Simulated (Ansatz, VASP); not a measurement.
**Cross-check of LaC2 between VASP and Ansatz**

Wanted: the spread between two codes on one cell, functional and k mesh. The cell is taken from a series of runs on this material, whose earlier steps may have relaxed, scaled, displaced or heated it; both programs get it as it stands.

Calculated with Ansatz 0.2.0; plane waves, with VASP 6.6.1 beside it; relaxation of cell and atoms at PBEsol.

## 1. The structure

Symmetry: I4/mmm, No. 139, tetragonal system. Conventional cell: a = 3.890 Å, b = 3.890 Å, c = 6.533 Å, α = 90.00°, β = 90.00°, γ = 90.00°. Nearest to La lie 10 C at 2.62 to 2.83 Å. Nearest to C lie 1 C at 1.29 Å and 5 La at 2.62 to 2.83 Å. Farther neighbours are not listed.

As a file:

```cif
data_structure
_symmetry_space_group_name_H-M 'P 1'
_symmetry_Int_Tables_number 1
_cell_length_a 4.2703
_cell_length_b 4.2703
_cell_length_c 4.2703
_cell_angle_alpha 125.809
_cell_angle_beta 125.809
_cell_angle_gamma 80.202
_cell_volume 49.43
loop_
_atom_site_label
_atom_site_type_symbol
_atom_site_fract_x
_atom_site_fract_y
_atom_site_fract_z
_atom_site_occupancy
La1 La 0.00000 0.00000 0.00000 1
C2 C 0.40095 0.40095 0.00000 1
C3 C 0.59905 0.59905 0.00000 1
```

## 2. Ansatz: relaxation of cell and atoms, PBEsol

Ansatz runs on its default PAW (the set named soft_2) files.

The relaxed volume is the usual yardstick between codes: in a stiff, nearly cubic crystal its relative difference is about their pressure difference at one cell divided by the bulk modulus.

input.yaml reads:

```yaml
crystal:
  lattice:
    - [-1.9449940157, 1.9449940157, 3.2663983644]
    - [1.9449940157, -1.9449940157, 3.2663983644]
    - [1.9449940157, 1.9449940157, -3.2663983644]
  atoms:
    - { symbol: La, position: [0.0, 0.0, 0.0] }
    - { symbol: C, position: [0.4009543691, 0.4009543691, 0.0] }
    - { symbol: C, position: [0.5990456309, 0.5990456309, 0.0] }
kpoints:
  mp_grid: { grid: [9, 9, 9] }
hamiltonian:
  xc: pbesol
scf:
  occupations: { method: methfessel_paxton, width: 0.2 }
output:
  forces: true
  stress: true
  eigenvalues: true
relax:
  adjacent_minimum: "off"
  f_tol: 0.001
  max_steps: 60
  cell: { stress_tol: 0.01 }
```

Run with:

```bash
$ ansatz run input.yaml --threads 8 --pin off --max-ram 16384MiB --backend cpu --events-out ev --progress --plain --runs-dir out
```

Numbers of over 12 decimals in the logs are rounded to 6 here.

Log:

```text
Engine: ansatz 0.2.0, aarch64-unknown-linux-gnu
Pseudopotentials: kind: paw
Pseudopotential: La, paw, valence charge 11, recommended cutoff 420 eV (normal), La.paw.azcp
Pseudopotential: C, paw, valence charge 4, recommended cutoff 420 eV (normal), C.paw.azcp
Functional definition: PBEsol
  exchange = pbesol_x
  correlation = pbesol_c
Crystal: 3 atoms, lattice volume = 49.427 Å³
Basis set: ecut = 420 eV, 967 PW (Γ), exchange–correlation on 60×60×60 points (8 copies of the dense FFT grid, shifted against one another)
Bands: 14, of which v1, the nominal top of the filled ones, is band 10 counted from 1 (9 counted from 0)
Symmetry: 16 space group operations
Space group: I4/mmm (ITA 139), of the structure as read, at distance tolerance 3.7e-5 Å
k-points: 75 of 729
Non-local potential: La, projectors of the file, l = 0: 3, l = 1: 2, l = 2: 2, l = 3: 3
Non-local potential: C, projectors of the file, l = 0: 2, l = 1: 2, l = 2: 1
PAW form: soft (Blöchl's): semilocal exchange-correlation on the pseudo side does not see the compensation charge
PAW frozen core: La, regenerated for the run's functional, and the local potential with it (the file was generated under x = pbe(κ = 0.804, μ = 0.219515), c = pbe(β = 0.066725))
PAW frozen core: C, regenerated for the run's functional, and the local potential with it (the file was generated under x = pbe(κ = 0.804, μ = 0.219515), c = pbe(β = 0.066725))
PAW one-centre angular grid: La, 590 points (default); XC on 64 Gauss nodes
PAW one-centre angular grid: C, 110 points (default); XC on 64 Gauss nodes
Initial density: superposition of atomic densities (neutral atoms: chi_scale 0, normalization atom), corrected by the library's trained network
Initial wavefunctions: pseudopotential atomic-orbital guess
Functional: x = pbesol(κ = 0.804, μ = 0.123457), c = pbesol(β = 0.046)
SCF iter   1: F=—  HF=-6655.035928 eV  |F-HF|=—  |Δ(HF+E_count)|=         —  Δρ=5.73e-3  dr2=2.05e-2  ethr=1.77e-3  ⟨swp⟩=4.0  Hψ=4651  notcnv=0
preconditioner: auto → Kerker (q_TF=auto, 2.326 Å⁻¹)  [metal: Δε(μ)=0.021 eV  Ē_g=11.315 eV  σ=0.200 eV  W_gap=0.09  n_scr=14 (ndim 8)  ℏωp=21.8 eV  f_vac=0.000  D(μ)=1.21/eV (n_scr^D=10)]
SCF iter   2: F=—  HF=-6655.031506 eV  |F-HF|=—  |Δ(HF+E_count)|=   4.42e-3  S|Δr|=    0.00e0  Δρ=2.41e-3  dr2=3.66e-3  ethr=1.08e-4  ⟨swp⟩=2.6  Hψ=2108  notcnv=0
SCF iter   3: F=—  HF=-6655.031099 eV  |F-HF|=—  |Δ(HF+E_count)|=   4.07e-4  S|Δr|=    0.00e0  Δρ=6.54e-4  dr2=2.65e-4  ethr=1.92e-5  ⟨swp⟩=2.0  Hψ=1379  notcnv=0
SCF iter   4: F=—  HF=-6655.031108 eV  |F-HF|=—  |Δ(HF+E_count)|=   8.82e-6  S|Δr|=    0.00e0  Δρ=1.41e-4  dr2=1.05e-5  ethr=1.39e-6  ⟨swp⟩=2.5  Hψ=1739  notcnv=0
SCF iter   5: F=—  HF=-6655.031110 eV  |F-HF|=—  |Δ(HF+E_count)|=   1.76e-6  S|Δr|=    0.00e0  Δρ=3.52e-5  dr2=5.06e-7  ethr=5.51e-8  ⟨swp⟩=2.6  Hψ=1651  notcnv=0
SCF iter   6: F=-6655.031110 eV  HF=-6655.031110 eV  |F-HF|=1.44e-9  |Δ(HF+E_count)|=   2.60e-7  S|Δr|=    0.00e0  Δρ=6.83e-6  dr2=1.95e-8  ethr=5.26e-10  ⟨swp⟩=7.1  Hψ=5692  notcnv=0
SCF 1 converged in 6 iterations: F = -6655.031110 eV  dr2 = 1.95e-8
  greatest PAW one-centre occupation: 0.972 electrons in one spin orbital (limit 2), on the La atom at site 0 (counted from 0), in its partial waves of l = 0
relax step   1: F+E_penalty+E_count = -6655.03110994 eV  Δ(F+E_penalty+E_count) = +0.000e0 eV  max|allowed force component| = 1.963e-2 eV/Å  Δτ_max = 0.0000 Å  P = -0.009 GPa  Ω = 49.427 Å³  (6 SCF iters, dr2 threshold 1.00e-7 eV, accepted)
[...]
relax step   5: F+E_penalty+E_count = -6655.03110706 eV  Δ(F+E_penalty+E_count) = -4.176e-7 eV  max|allowed force component| = 1.200e-4 eV/Å  Δτ_max = 0.0000 Å  P = +0.000 GPa  Ω = 49.448 Å³  energy of the carried Pulay correction = -2.630e-5 eV  (3 SCF iters, dr2 threshold 1.58e-10 eV, accepted)
[...]
relax step   6: F+E_penalty+E_count = -6655.03114144 eV  Δ(F+E_penalty+E_count) = -3.438e-5 eV  max|allowed force component| = 1.575e-4 eV/Å  Δτ_max = 0.0000 Å  P = +0.001 GPa  Ω = 49.448 Å³  stress off target by 1.51e-2 GPa  SCF on the basis re-selected at this cell (its energy is not comparable with the rows above)  (5 SCF iters)
[...]
relax step   7: F+E_penalty+E_count = -6655.03113849 eV  Δ(F+E_penalty+E_count) = +2.945e-6 eV  max|allowed force component| = 1.103e-6 eV/Å  Δτ_max = 0.0000 Å  P = -0.000 GPa  Ω = 49.450 Å³  energy of the carried Pulay correction = -3.194e-6 eV  (4 SCF iters, dr2 threshold 5.71e-10 eV, accepted)
[...]
relax step   8: F+E_penalty+E_count = -6655.03113849 eV  Δ(F+E_penalty+E_count) = -8.185e-12 eV  max|allowed force component| = 3.635e-7 eV/Å  Δτ_max = 0.0000 Å  P = -0.000 GPa  Ω = 49.450 Å³  stress off target by 5.85e-4 GPa  SCF on the basis re-selected at this cell (its energy is not comparable with the rows above)  (5 SCF iters)
basis re-selected at this cell: Δ(F+E_penalty+E_count) = -8.185e-12 eV, ΔP = +0.000 GPa vs the last step (what re-selecting the basis moved, of the pressure what is left beyond the Pulay correction that the steps carried, after the strain that the cell walked since its last selection, with what the two solves' SCF thresholds leave and, on support functions, any second-order correction that the steps lacked; it is no  [...]
SCF converged after 5 iterations
Stability not checked: this state was not tested for a lower state beside it, because cold or Methfessel-Paxton smearing, or corrected tetrahedra, fill the levels in a way that the test cannot read (fill_not_monotonic; see scf.lower_state_search)
Free energy (F): -6655.031138 eV
Harris-Foulkes:  -6655.031138 eV  (|F-HF|=9.09e-13)
Internal energy: -6655.029189 eV  (E = F + TS)
E sigma→0 (E₀):  -6655.030651 eV
Entropy (-TS):   -0.001950 eV (-0.650 meV/atom)
Fermi energy:    10.620541 eV
--- Per-component energies (eV) ---
  E_band       = -22.404302
  E_kinetic    = 365.682424
  E_local      = -496.512868  (includes V_loc(G=0)·N_el)
  E_nonlocal   = 153.391906
  E_hartree    = 148.772053
  E_xc         = -232.636949
  E_vxc        = -264.329049  (∫ρ·V_xc dr)
  E_paw        = -5519.084052  (= ΣΔE_a)
  E_vpaw       = -78.180829  (= ΣTr[D̂ρ^β])
  E_aug_tail   = 0.000013  (compensation charges beyond the density's cutoff)
  E_ewald      = -1074.853427
  E_core_change = 0.211710  (= ΣΔE_core)
  E_smearing   = -0.001950  (= −TS)
  E_closure    = 0.000000  (closes the sum)
  Σ components = -6655.031138   (vs F -6655.031138, Δ=0.00e0)
--- Forces (eV/Å), atoms counted from 1 ---
  atom   1  La    -0.00000000     0.00000000     0.00000000
  atom   2  C      0.00000000    -0.00000000     0.00000036
  atom   3  C     -0.00000000     0.00000000    -0.00000036
  max |Σ_I F_I| component: 1.48e-31 eV/Å
--- Stress (GPa, compression-positive) ---
        0.000202       0.000000       0.000000
        0.000000       0.000202       0.000000
        0.000000       0.000000      -0.000585
  P = ⅓ Tr σ = -0.0001 GPa (-0.001 kbar)
--- Band table (eV; the first three rows and the last of 75) ---
  k-point 0: bands = [... 6 lower, 5.7812, 7.4750, 7.4750, 10.4997, 10.4997, 11.1658, 12.6254, 13.2922]
  k-point 1: bands = [... 6 lower, 5.8061, 6.8783, 7.4234, 10.0756, 11.0154, 11.6291, 12.8403, 13.2427]
  k-point 2: bands = [... 6 lower, 5.7120, 6.5678, 7.4032, 9.3094, 12.0979, 12.4939, 13.0807, 13.1113]
  k-point 74: bands = [... 6 lower, 7.0269, 7.1359, 7.9699, 10.1922, 12.9729, 13.0055, 13.1120, 13.1239]
--- Relaxed structure (6 steps of the walk, 5 accepted, 2 SCFs on fresh bases) ---
  F+E_penalty+E_count = -6655.03113849 eV   max|allowed force component| = 3.635e-7 eV/Å   (the final SCF, on the basis selected at the relaxed cell)
  cell:  # Å, volume = 49.4497 Å³
    - [-1.945889, 1.945889, 3.264883]
    - [1.945889, -1.945889, 3.264883]
    - [1.945889, 1.945889, -3.264883]
  atoms:
    - { symbol: La, position: [0, 0, 0] }
    - { symbol: C, position: [0.400940, 0.400940, 0] }
    - { symbol: C, position: [0.599060, 0.599060, 0] }
```

The column dr2 measures how far the density is from self-consistency, as an energy; F and HF (Harris–Foulkes) agree once it is small.

## 3. VASP: relaxation of cell and atoms, PBEsol

The same cell, functional, mesh and smearing now go to VASP, with its own data sets.

Lines of VASP's logs that name or quote its potential files are left out, and so is its time.

INCAR reads:

```
SYSTEM = LaC2
PREC = Accurate
ENCUT = 600
EDIFF = 1E-07
NELM = 200
ISMEAR = 1
SIGMA = 0.2
LREAL = .FALSE.
ALGO = Normal
GGA = PS
NBANDS = 15
LASPH = .TRUE.
LORBIT = 11
LWAVE = .FALSE.
LCHARG = .FALSE.
ISIF = 3
IBRION = 2
NSW = 80
EDIFFG = -0.005
GGA_COMPAT = .FALSE.
NELMIN = 4
LMAXMIX = 6
```

POSCAR reads:

```
LaC2
1.0
   -1.9449940000      1.9449940000      3.2663980000
    1.9449940000     -1.9449940000      3.2663980000
    1.9449940000      1.9449940000     -3.2663980000
La C
1 2
Direct
    0.0000000000      0.0000000000      0.0000000000
    0.4009543540      0.4009543540      0.0000000000
    0.5990456460      0.5990456460      0.0000000000
```

KPOINTS reads:

```
Automatic mesh
0
Gamma
9 9 9
0 0 0
```

The projector-augmented-wave data sets are La and C (PBE family, release 64).

Run with:

```bash
$ mpirun -np 1 vasp_std
```

Log:

```text
[banner, memory and clock lines left out]
running    1 mpi-ranks, on    1 nodes
 distrk:  each k-point on    1 cores,    1 groups
 distr:  one band on    1 cores,    1 groups

 POSCAR found type information on POSCAR LaC
 POSCAR found :  2 types and       3 ions
|                                                                             |
|               ----> ADVICE to this user running VASP <----                  |
|                                                                             |
|     You enforced a specific xc type in the INCAR file but a different       |
|     [... a line on the potential file left out ...]
|     I HOPE YOU KNOW WHAT YOU ARE DOING!                                     |
|                                                                             |

 LDA part: xc-table for (Slater+PW92), standard interpolation
 POSCAR, INCAR and KPOINTS ok, starting setup
 FFT: planning ... GRIDC
 FFT: planning ... GRID_SOFT
 FFT: planning ... GRID
 WAVECAR not read
 entering main loop
       N       E                     dE             d eps       ncg     rms          rms(c)
DAV:   1     0.164223507272E+03    0.16422E+03   -0.78956E+03  2298   0.192E+03
DAV:   2    -0.197481593954E+01   -0.16620E+03   -0.15895E+03  3211   0.260E+02
DAV:   3    -0.263165933627E+02   -0.24342E+02   -0.22949E+02  3760   0.132E+02
DAV:   4    -0.273809850046E+02   -0.10644E+01   -0.10600E+01  3391   0.269E+01
DAV:   5    -0.274543964772E+02   -0.73411E-01   -0.73342E-01  3607   0.616E+00    0.804E+00
DAV:   6    -0.251054592613E+02    0.23489E+01   -0.90513E+00  3553   0.181E+01    0.375E+00
DAV:   7    -0.250383288378E+02    0.67130E-01   -0.98551E-01  3589   0.650E+00    0.203E+00
DAV:   8    -0.250257773872E+02    0.12551E-01   -0.19695E-01  3991   0.453E+00    0.445E-01
DAV:   9    -0.250221246436E+02    0.36527E-02   -0.29546E-02  3923   0.139E+00    0.164E-01
DAV:  10    -0.250225388459E+02   -0.41420E-03   -0.36348E-03  3396   0.615E-01    0.612E-02
DAV:  11    -0.250227104598E+02   -0.17161E-03   -0.53727E-04  3808   0.184E-01    0.415E-02
DAV:  12    -0.250227895668E+02   -0.79107E-04   -0.34395E-04  3319   0.142E-01    0.148E-02
DAV:  13    -0.250227967845E+02   -0.72177E-05   -0.46717E-05  4066   0.509E-02    0.105E-02
DAV:  14    -0.250227994047E+02   -0.26202E-05   -0.20153E-05  3167   0.371E-02    0.231E-03
DAV:  15    -0.250227995699E+02   -0.16514E-06   -0.25817E-06  4313   0.140E-02    0.162E-03
DAV:  16    -0.250227994831E+02    0.86788E-07   -0.53700E-07  3177   0.684E-03
   1 F= -.25022799E+02 E0= -.25022181E+02  d E =-.250228E+02
[...]
2 F= -.25020260E+02 E0= -.25019576E+02  d E =0.253960E-02
[...]
3 F= -.25022896E+02 E0= -.25022265E+02  d E =-.968011E-04
[...]
4 F= -.25022934E+02 E0= -.25022294E+02  d E =-.378220E-04
 trial-energy change:   -0.000038  1 .order   -0.000036   -0.000138    0.000065
 step:   0.5720(harm=  0.5649)  dis= 0.00052  next Energy=   -25.022944 (dE=-0.480E-04)
 bond charge predicted
       N       E                     dE             d eps       ncg     rms          rms(c)
DAV:   1    -0.250229720733E+02   -0.37983E-04   -0.15542E-03  3801   0.575E-01    0.255E-02
DAV:   2    -0.250229513583E+02    0.20715E-04   -0.59883E-05  3595   0.918E-02    0.123E-02
DAV:   3    -0.250229448214E+02    0.65368E-05   -0.28540E-05  3919   0.588E-02    0.293E-03
DAV:   4    -0.250229445395E+02    0.28188E-06   -0.12645E-06  3591   0.115E-02    0.157E-03
DAV:   5    -0.250229442863E+02    0.25326E-06   -0.24632E-07  3514   0.401E-03    0.681E-04
DAV:   6    -0.250229442156E+02    0.70625E-07   -0.26197E-08  1867   0.242E-03
   5 F= -.25022944E+02 E0= -.25022307E+02  d E =-.479314E-04
 curvature:  -0.32 expect dE=-0.248E-06 dE for cont linesearch -0.190E-09
 trial: gam= 0.00700 g(F)=  0.403E-08 g(S)=  0.771E-06 ort =-0.335E-06 (trialstep = 0.780E+00)
 search vector abs. value=  0.780E-06
 reached required accuracy - stopping structural energy minimisation
```

Parts of OUTCAR (step 3):

```text
ion  position               nearest neighbor table
   1  0.000  0.000  0.000-   2 2.62   3 2.62   3 2.83   2 2.83   3 2.83   3 2.83   3 2.83   2 2.83
                             2 2.83   2 2.83
   2  0.401  0.401  0.000-   3 1.29   1 2.62   1 2.83   1 2.83   1 2.83   1 2.83
   3  0.599  0.599  0.000-   2 1.29   1 2.62   1 2.83   1 2.83   1 2.83   1 2.83

  LATTYP: Found a body centered tetragonal cell.
 ALAT       =     3.8899880000
 C/A-ratio  =     1.6793871858

 Subroutine GETGRP returns: Found 16 space group operations
 (whereof 16 operations were pure point group operations)

The static configuration has the point symmetry D_4h.

 Found     75 irreducible k-points:

   k-points           NKPTS =     75   k-points in BZ     NKDIM =     75   number of bands    NBANDS=     15

   dimension x,y,z NGX =    36 NGY =   36 NGZ =   36
   dimension x,y,z NGXF=    72 NGYF=   72 NGZF=   72

   ENCUT  =  600.0 eV  44.10 Ry    6.64 a.u.   8.53  8.53  8.53*2*pi/ulx,y,z

   NELECT =      19.0000    total number of electrons

 k-points in reciprocal lattice and weights: Automatic mesh
   0.00000000  0.00000000  0.00000000       0.001
   0.11111111  0.00000000 -0.00000000       0.011
   0.22222222  0.00000000  0.00000000       0.011
   0.33333333  0.00000000 -0.00000000       0.011
   0.44444444  0.00000000  0.00000000       0.011
   0.11111111  0.11111111 -0.00000000       0.011
   0.22222222  0.11111111 -0.00000000       0.022
   0.33333333  0.11111111 -0.00000000       0.022
   0.44444444  0.11111111 -0.00000000       0.022
[...]
-0.44444444  0.44444444  0.44444444       0.005
  -0.44444444 -0.44444444  0.44444444       0.003

 average (electrostatic) potential at core
       1 -96.0706       2 -47.1902       3 -47.1902

 E-fermi :   7.4445

 k-point     1 :       0.0000    0.0000    0.0000
  band No.  band energies     occupation
    ...
      7       2.6058      2.00000
      8       4.3053      2.00000
      9       4.3053      2.00000
     10       7.3106      1.89740
     11       7.3106      1.89740
     12       7.9804     -0.00100
     13       9.5698     -0.00000
     14      10.2639     -0.00000
     15      10.2694     -0.00000

 k-point     2 :       0.1111    0.0000   -0.0000
  band No.  band energies     occupation
    ...
      7       3.1952      2.00000
      8       4.0858      2.00000
      9       4.0875      2.00000
     10       7.3589      1.65581
     11       7.4846      0.66757
     12       8.1761     -0.00000
     13       9.7311     -0.00000
     14      10.2709     -0.00000
     15      10.2859     -0.00000

 k-point     3 :       0.2222    0.0000    0.0000
  band No.  band energies     occupation
    ...
      5      -6.4072      2.00000
      6       1.4663      2.00000
      7       3.2848      2.00000
      8       3.6064      2.00000
      9       4.1461      2.00000
     10       7.5777      0.10501
     11       7.9544     -0.00185
     12       8.7222     -0.00000
     13      10.0052     -0.00000
     14      10.2330     -0.00000
    ...

  Total        0.0048758      0.0048758     -0.0006452      0.0000000      0.0000000      0.0000000
  in kB        0.1582191      0.1582191     -0.0209380      0.0000000      0.0000000      0.0000000
  external PRESSURE =       0.0985001 kB  Pullay stress =       0.0000000 kB

  energy-cutoff  :      600.00
  volume of cell :       49.37
      direct lattice vectors                 reciprocal lattice vectors
    -1.944749564  1.944749564  3.263703892     0.000000000  0.257102513  0.153200173
     1.944749564 -1.944749564  3.263703892     0.257102513  0.000000000  0.153200173
     1.944749564  1.944749564 -3.263703892     0.257102513  0.257102513  0.000000000

 POSITION                                       TOTAL-FORCE (eV/Angst)
 -----------------------------------------------------------------------------------
      0.00000      0.00000      0.00000         0.000000      0.000000      0.000000
      0.00000      0.00000      2.61581        -0.000000     -0.000000     -0.000204
      0.00000      0.00000      3.91159         0.000000     -0.000000      0.000204
 -----------------------------------------------------------------------------------
    total drift:                               -0.000000     -0.000000      0.000000

  FREE ENERGIE OF THE ION-ELECTRON SYSTEM (eV)
  ---------------------------------------------------
  free  energy   TOTEN  =       -25.0229442156 eV

  energy  without entropy=      -25.0210316908  energy(sigma->0) =      -25.02230671

 reached required accuracy - stopping structural energy minimisation

 total charge
# of ion       s       p       d       f       tot
--------------------------------------------------
    1        2.026   5.670   0.673   0.164   8.532
    2        0.915   1.568   0.000   0.000   2.483
    3        0.915   1.568   0.000   0.000   2.483
--------------------------------------------------
tot          3.857   8.806   0.673   0.164  13.499

[... 3 further parts left out ...]
```

The run keeps the 16 symmetry operations of its start, so it cannot find a distortion of lower symmetry.

## 4. Differences

Known differences besides the potentials themselves: the cutoff is 420 eV in Ansatz and 600 eV in VASP; Ansatz makes its cores anew for this functional, VASP keeps those of its PBE data sets; Ansatz adds a Pulay correction to the stress that steers its cell, VASP none. Total energies have different zeros and are not compared.

Compared:

```tsv
quantity	Ansatz	VASP	difference
volume (Å³)	49.45	49.37	+0.15 %
edge a after relaxation, in the typed setting (Å)	4.270	4.268	+0.04 %
```

## 5. Results

| Property | Result |
| --- | --- |
| difference in volume (relaxation of cell and atoms, PBEsol) | 0.15 % |

In words: The difference in volume is 0.15 % (relaxation of cell and atoms, PBEsol), within the 1.2 % picked in this series as the mark of a large difference, as far as the stopping tolerances let one tell. Such differences can come from data sets, numerical settings and the points named under the comparisons, not from the functional's error against experiment.

[Lines on the potential files, build, host, timing and source positions are cut from VASP's logs without a mark.]

[Logs are printed without paths, hosts, clocks, repeated set-up lines and the standing remarks that a program may print on its own settings, such as how far it seeks lower states.]

[Hosts, paths, dates, database ids (printed as entryN), source tags and the programs' standing remarks are cut or masked in the printed files.]
